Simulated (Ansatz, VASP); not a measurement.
# One calculation of MgSc2C2, two programs

```
Mg Sc C
1.0
    -2.08330    2.08330    4.82240
     2.08330   -2.08330    4.82240
     2.08330    2.08330   -4.82240
Mg Sc C
1 2 2
Direct
  0.00000 0.00000 0.00000
  0.31960 0.31960 0.00000
  0.68040 0.68040 0.00000
  0.75000 0.25000 0.50000
  0.25000 0.75000 0.50000
```

Change from the starting cell: species swapped into the YSi2Ru2 type (I4/mmm, No. 139).

Alike in both runs: functional PBE; k mesh 6 × 6 × 6; occupations gaussian, width 0.1 eV; no spin polarisation.

Ansatz relaxed the structure, and its values are those at the end. VASP's run is a single point on that final structure, the one shown.

|  | VASP | Ansatz |
| --- | --- | --- |
| version | VASP 6.6.1 | Ansatz 0.2.0 |
| potentials or method | VASP PAW PBE potentials, release 64 (Mg, Sc_sv, C) | scalar-relativistic, plane waves, PAW |
| plane-wave cutoff (eV) | 520 | 420 |
| valence electrons in the cell | 32 | 40 |

```tsv
	VASP	Ansatz	Ansatz less VASP
gap on the k mesh at the Fermi level (eV)	none	none	-
pressure (GPa)	0.5	0.3	-0.28
rms of the force components (eV/Å)	0.022	0.004	-0.0182
```

A gap of «none» marks a metal or a gap that the smearing closes. The functional is the same, so the differences come from potentials, cutoffs and numerics. The two sets of potentials don't hold the same shells in valence.
